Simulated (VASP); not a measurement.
Energy against volume of K (bcc). These are PBE GGA with D3 dispersion (zero damping), VASP's PBE PAW potentials (set 64) (plane waves; VASP) values and carry that method's errors. Run with 520 eV cut-off, 10×10×10 Γ-centred mesh, first-order Methfessel-Paxton smearing of 0.10 eV, potentials K_sv.

```tsv
V (Å³/atom)	E (eV/atom)
69.054	-1.17039
71.190	-1.17156
73.326	-1.17097
75.461	-1.16882
```

Q: Fit these four points and predict the energy of the run at 66.918 Å³/atom.

A: A cubic in V^(−2/3), the third-order Birch-Murnaghan form, passes through the four points with V0 = 71.50 Å³/atom and B0 = 4 GPa, and gives -1.1672 eV/atom there. The run gave -1.1672 eV/atom, +0.0 meV/atom from the fit; all five points give B0 = 4 GPa.

The compound is K in the bcc structure. It was relaxed first.
